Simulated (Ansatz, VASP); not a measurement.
# One calculation of SbTe4Pt3, two programs

```
Pt Sb Te
1.0
     0.00000    6.05048    0.00000
     6.05048    0.00000    0.00000
     3.02524    3.02524   -6.02814
Pt Sb Te
3 1 4
Cartesian
  3.0252 3.0252 0.0000
  3.0252 6.0505 -3.0141
  6.0505 3.0252 -3.0141
  0.0000 0.0000 0.0000
  4.4901 4.4901 -1.5829
  7.5153 4.5857 -4.4453
  1.5604 1.5604 -1.5829
  4.5857 7.5153 -4.4453
```

The cell was built by a generator and needn't be a form met in nature.

Alike in both runs: task single point; functional PBE; k mesh 4 × 4 × 4; no spin polarisation.

```csv
,VASP,Ansatz
version,VASP 6.6.1,Ansatz 0.2.0
potentials or method,"VASP PAW PBE potentials, release 64 (Pt, Sb, Te)",PAW plane waves
plane-wave cutoff (eV),520,550
occupations,"fermi-dirac, width 0.1 eV",fermi-dirac
valence electrons in the cell,59,133
```

|  | VASP | Ansatz | Ansatz less VASP |
| --- | --- | --- | --- |
| gap on the k mesh at the Fermi level (eV) | none | none | - |
| pressure (GPa) | 6.8 | 6.9 | +0.13 |
| largest component of the traceless stress (GPa) | 0.22 | 0.21 | -0.006 |
| rms of the force components (eV/Å) | 0.558 | 0.542 | -0.0163 |

A gap of «none» marks a metal or a gap that the smearing closes. The two sets of potentials don't hold the same shells in valence.

Caveats: forces of over 1 eV/Å show positions far from the minimum, so gaps and moduli don't describe the material at rest. The runs have no spin-orbit coupling, so splittings on Pt, Sb, Te are missing.
